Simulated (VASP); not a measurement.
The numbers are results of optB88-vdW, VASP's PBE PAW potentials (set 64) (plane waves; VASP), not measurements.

VASP input:

**KPOINTS**
```
Automatic mesh
0
Gamma
  8 8 2
```

File POSCAR:
```
MoS2
1
    1.6280296675    -2.8198298103     0.0000000000
    1.6280296675     2.8198298103     0.0000000000
    0.0000000000     0.0000000000    12.7105833106
Mo S
2 4
Direct
  0.3333330000   0.6666670000   0.2500000000
  0.6666670000   0.3333330000   0.7500000000
  0.3333330000   0.6666670000   0.8759251023
  0.6666670000   0.3333330000   0.3759251023
  0.6666670000   0.3333330000   0.1240748977
  0.3333330000   0.6666670000   0.6240748977
```

INCAR:
```
SYSTEM=MoS2
PREC=Accurate; ENCUT=520; LREAL=F
LASPH=T
EDIFF=1E-7; NELM=100; ALGO=Normal
LMAXMIX=4
ISMEAR=0; SIGMA=0.05
GGA=BO; LUSE_VDW=T; AGGAC=0.0
PARAM1=0.1833333333; PARAM2=0.22
IBRION=2; NSW=30; ISIF=4
EDIFFG=-0.01
LWAVE=F; LCHARG=F
```

POTCAR, in this order: Mo_sv S (PBE.64 set). Program: vasp_std.

Output

OSZICAR:
```
       N       E                     dE             d eps       ncg     rms          rms(c)
DAV:   1     0.460611065032E+03    0.46061E+03   -0.29633E+04  1400   0.158E+03
DAV:   2    -0.853312502060E+01   -0.46914E+03   -0.45920E+03  1575   0.391E+02
DAV:   3    -0.338998306275E+02   -0.25367E+02   -0.25133E+02  1629   0.788E+01
DAV:   4    -0.345090627930E+02   -0.60923E+00   -0.60804E+00  1530   0.118E+01
DAV:   5    -0.345286215736E+02   -0.19559E-01   -0.19555E-01  1672   0.200E+00    0.277E+01
DAV:   6    -0.324127863729E+02    0.21158E+01   -0.33392E+01  1385   0.277E+01    0.133E+01
DAV:   7    -0.314840554364E+02    0.92873E+00   -0.14388E+01  1444   0.186E+01    0.698E+00
DAV:   8    -0.311707668600E+02    0.31329E+00   -0.16197E+00  1663   0.674E+00    0.276E+00
DAV:   9    -0.311833286007E+02   -0.12562E-01   -0.20172E-01  1674   0.205E+00    0.135E+00
DAV:  10    -0.311723229159E+02    0.11006E-01   -0.93276E-02  1517   0.156E+00    0.417E-01
DAV:  11    -0.311721233077E+02    0.19961E-03   -0.35903E-03  1550   0.338E-01    0.250E-01
DAV:  12    -0.311718517496E+02    0.27156E-03   -0.10602E-03  1517   0.155E-01    0.986E-02
DAV:  13    -0.311718253088E+02    0.26441E-04   -0.24018E-04  1695   0.778E-02    0.243E-02
DAV:  14    -0.311718265655E+02   -0.12567E-05   -0.70161E-06  1587   0.148E-02    0.214E-02
DAV:  15    -0.311718262891E+02    0.27642E-06   -0.13171E-06  1478   0.772E-03    0.264E-03
DAV:  16    -0.311718261370E+02    0.15211E-06   -0.84213E-07  1294   0.366E-03    0.204E-03
DAV:  17    -0.311718261729E+02   -0.35884E-07   -0.43879E-08   991   0.122E-03
   1 F= -.31171826E+02 E0= -.31171826E+02  d E =-.311718E+02
       N       E                     dE             d eps       ncg     rms          rms(c)
DAV:   1    -0.312216241000E+02   -0.49798E-01   -0.69900E+00  1247   0.114E+01    0.271E+00
DAV:   2    -0.312459164366E+02   -0.24292E-01   -0.36553E-01  1522   0.268E+00    0.897E-01
DAV:   3    -0.312434051798E+02    0.25113E-02   -0.14487E-02  1545   0.691E-01    0.741E-01
DAV:   4    -0.312430284250E+02    0.37675E-03   -0.76690E-03  1617   0.445E-01    0.236E-01
DAV:   5    -0.312425113748E+02    0.51705E-03   -0.41405E-03  1580   0.324E-01    0.550E-02
DAV:   6    -0.312424734984E+02    0.37876E-04   -0.36291E-04  1515   0.945E-02    0.733E-02
DAV:   7    -0.312424757602E+02   -0.22618E-05   -0.19847E-05  1643   0.205E-02    0.421E-02
DAV:   8    -0.312424750857E+02    0.67453E-06   -0.51829E-06  1522   0.123E-02    0.599E-03
DAV:   9    -0.312424749424E+02    0.14328E-06   -0.95841E-07  1350   0.484E-03    0.223E-03
DAV:  10    -0.312424749582E+02   -0.15745E-07   -0.63409E-08   963   0.147E-03
   2 F= -.31242475E+02 E0= -.31242475E+02  d E =-.706488E-01
       N       E                     dE             d eps       ncg     rms          rms(c)
DAV:   1    -0.312426330460E+02   -0.15810E-03   -0.25177E-02  1282   0.691E-01    0.144E-01
DAV:   2    -0.312427217898E+02   -0.88744E-04   -0.13402E-03  1536   0.162E-01    0.528E-02
DAV:   3    -0.312427133747E+02    0.84152E-05   -0.78533E-05  1570   0.492E-02    0.435E-02
DAV:   4    -0.312427106737E+02    0.27010E-05   -0.27694E-05  1607   0.269E-02    0.187E-02
DAV:   5    -0.312427102265E+02    0.44714E-06   -0.80625E-06  1596   0.148E-02    0.276E-03
DAV:   6    -0.312427100363E+02    0.19020E-06   -0.88229E-07  1340   0.463E-03    0.356E-03
DAV:   7    -0.312427100622E+02   -0.25839E-07   -0.44001E-08   844   0.119E-03
   3 F= -.31242710E+02 E0= -.31242710E+02  d E =-.708839E-01
       N       E                     dE             d eps       ncg     rms          rms(c)
DAV:   1    -0.314069571976E+02   -0.16425E+00   -0.80092E+00  1240   0.177E+01    0.328E+00
DAV:   2    -0.313119195839E+02    0.95038E-01   -0.66576E-01  1425   0.466E+00    0.173E+00
DAV:   3    -0.312883733102E+02    0.23546E-01   -0.72626E-02  1499   0.156E+00    0.622E-01
DAV:   4    -0.312801091474E+02    0.82642E-02   -0.28529E-02  1442   0.842E-01    0.489E-01
DAV:   5    -0.312795597640E+02    0.54938E-03   -0.32235E-03  1542   0.273E-01    0.676E-02
DAV:   6    -0.312795512679E+02    0.84961E-05   -0.49342E-04  1545   0.112E-01    0.540E-02
DAV:   7    -0.312795547894E+02   -0.35215E-05   -0.51256E-05  1556   0.394E-02    0.190E-02
DAV:   8    -0.312795576834E+02   -0.28940E-05   -0.76808E-06  1450   0.162E-02    0.931E-03
DAV:   9    -0.312795577730E+02   -0.89668E-07   -0.67989E-07  1340   0.398E-03
   4 F= -.31279558E+02 E0= -.31279558E+02  d E =-.368477E-01
       N       E                     dE             d eps       ncg     rms          rms(c)
DAV:   1    -0.314936577601E+02   -0.21410E+00   -0.12376E+01  1240   0.220E+01    0.421E+00
DAV:   2    -0.313463944529E+02    0.14726E+00   -0.10624E+00  1441   0.588E+00    0.220E+00
DAV:   3    -0.313087522829E+02    0.37642E-01   -0.11934E-01  1476   0.199E+00    0.787E-01
DAV:   4    -0.312957448884E+02    0.13007E-01   -0.43736E-02  1470   0.104E+00    0.644E-01
DAV:   5    -0.312946144779E+02    0.11304E-02   -0.54297E-03  1543   0.360E-01    0.863E-02
DAV:   6    -0.312945917496E+02    0.22728E-04   -0.77186E-04  1572   0.141E-01    0.680E-02
DAV:   7    -0.312945962455E+02   -0.44959E-05   -0.71460E-05  1542   0.469E-02    0.247E-02
DAV:   8    -0.312946006806E+02   -0.44351E-05   -0.11331E-05  1436   0.195E-02    0.128E-02
DAV:   9    -0.312946007546E+02   -0.73963E-07   -0.10689E-06  1481   0.530E-03    0.582E-03
DAV:  10    -0.312946007882E+02   -0.33542E-07   -0.30390E-07  1268   0.322E-03
   5 F= -.31294601E+02 E0= -.31294601E+02  d E =-.518907E-01
       N       E                     dE             d eps       ncg     rms          rms(c)
DAV:   1    -0.312952013850E+02   -0.60063E-03   -0.34304E-02  1268   0.115E+00    0.199E-01
DAV:   2    -0.312947828963E+02    0.41849E-03   -0.28069E-03  1430   0.301E-01    0.110E-01
DAV:   3    -0.312946846508E+02    0.98245E-04   -0.28385E-04  1505   0.992E-02    0.392E-02
DAV:   4    -0.312946479246E+02    0.36726E-04   -0.12835E-04  1470   0.565E-02    0.274E-02
DAV:   5    -0.312946464394E+02    0.14852E-05   -0.10197E-05  1469   0.156E-02    0.548E-03
DAV:   6    -0.312946461636E+02    0.27579E-06   -0.28882E-06  1617   0.836E-03    0.385E-03
DAV:   7    -0.312946462040E+02   -0.40355E-07   -0.51790E-07  1352   0.391E-03
   6 F= -.31294646E+02 E0= -.31294646E+02  d E =-.519361E-01
       N       E                     dE             d eps       ncg     rms          rms(c)
DAV:   1    -0.312946815886E+02   -0.35425E-04   -0.45121E-02  1282   0.103E+00    0.201E-01
DAV:   2    -0.312947735932E+02   -0.92005E-04   -0.28238E-03  1537   0.239E-01    0.775E-02
DAV:   3    -0.312947422691E+02    0.31324E-04   -0.37806E-04  1551   0.104E-01    0.727E-02
DAV:   4    -0.312947232953E+02    0.18974E-04   -0.60038E-05  1565   0.401E-02    0.400E-02
DAV:   5    -0.312947196481E+02    0.36472E-05   -0.22537E-05  1562   0.236E-02    0.512E-03
DAV:   6    -0.312947194003E+02    0.24776E-06   -0.15479E-06  1505   0.698E-03    0.290E-03
DAV:   7    -0.312947193649E+02    0.35458E-07   -0.18951E-07   924   0.227E-03
   7 F= -.31294719E+02 E0= -.31294719E+02  d E =-.731609E-04
       N       E                     dE             d eps       ncg     rms          rms(c)
DAV:   1    -0.312947940657E+02   -0.74665E-04   -0.81367E-03  1275   0.439E-01    0.868E-02
DAV:   2    -0.312948123953E+02   -0.18330E-04   -0.50804E-04  1530   0.102E-01    0.328E-02
DAV:   3    -0.312948073798E+02    0.50156E-05   -0.65949E-05  1551   0.435E-02    0.307E-02
DAV:   4    -0.312948043384E+02    0.30413E-05   -0.10480E-05  1536   0.168E-02    0.171E-02
DAV:   5    -0.312948041929E+02    0.14553E-06   -0.39921E-06  1576   0.995E-03    0.216E-03
DAV:   6    -0.312948040504E+02    0.14245E-06   -0.26177E-07  1020   0.294E-03    0.122E-03
DAV:   7    -0.312948040505E+02   -0.50022E-10   -0.53325E-08   774   0.125E-03
   8 F= -.31294804E+02 E0= -.31294804E+02  d E =-.157847E-03
```

File OUTCAR:
```
------------------------ aborting loop because EDIFF is reached ----------------------------------------
  FORCE on cell =-STRESS in cart. coord.  units (eV):
  Direction    XX          YY          ZZ          XY          YZ          ZX
  --------------------------------------------------------------------------------------
  Total       -1.1577676     -1.1577674     -1.1573723      0.0000000      0.0000000     -0.0000000
  in kB      -15.8946610    -15.8946587    -15.8892345      0.0000000      0.0000000     -0.0000000
  external PRESSURE =     -15.8928514 kB  Pullay stress =       0.0000000 kB
  volume of cell :      116.70
      direct lattice vectors                 reciprocal lattice vectors
     1.604294949 -2.778720161  0.000000000     0.311663388 -0.179938954  0.000000000
     1.604294949  2.778720161 -0.000000000     0.311663388  0.179938954  0.000000000
    -0.000000000  0.000000000 13.089458042     0.000000000  0.000000000  0.076397357
 POSITION                                       TOTAL-FORCE (eV/Angst)
 -----------------------------------------------------------------------------------
      1.60429      0.92624      3.27236        -0.000000     -0.000000      0.000000
      1.60429     -0.92624      9.81709         0.000000      0.000000      0.000000
      1.60429      0.92624     11.38540        -0.000000      0.000000      0.000605
      1.60429     -0.92624      4.84067         0.000000      0.000000      0.000605
      1.60429     -0.92624      1.70406         0.000000      0.000000     -0.000605
      1.60429      0.92624      8.24879        -0.000000     -0.000000     -0.000605
 -----------------------------------------------------------------------------------
    total drift:                                0.000000      0.001664     -0.000028
  FREE ENERGIE OF THE ION-ELECTRON SYSTEM (eV)
  ---------------------------------------------------
  free  energy   TOTEN  =       -31.2948040505 eV

  energy  without entropy=      -31.2948040505  energy(sigma->0) =      -31.29480405

 reached required accuracy - stopping structural energy minimisation
```
(Selected blocks of OUTCAR.)

File CONTCAR:
```
MoS2
   1.00000000000000
     1.6042949494817755   -2.7787201610800971    0.0000000000000000
     1.6042949494817755    2.7787201610800971   -0.0000000000000000
    -0.0000000000000000    0.0000000000000000   13.0894580417795758
  Mo              S
     2     4
Direct
     0.3333330000000032    0.6666669999999968    0.2500000000000000
     0.6666669999999968    0.3333330000000032    0.7500000000000000
     0.3333330000000032    0.6666669999999968    0.8698144944895674
     0.6666669999999968    0.3333330000000032    0.3698144944895675
     0.6666669999999968    0.3333330000000032    0.1301855055104326
     0.3333330000000032    0.6666669999999968    0.6301855055104326
```

The compound is MoS2 in the 2H layered structure. This cell is one point of a volume scan, at 1.06 of the reference volume. Symmetry was kept, so distortions that lower it aren't found.
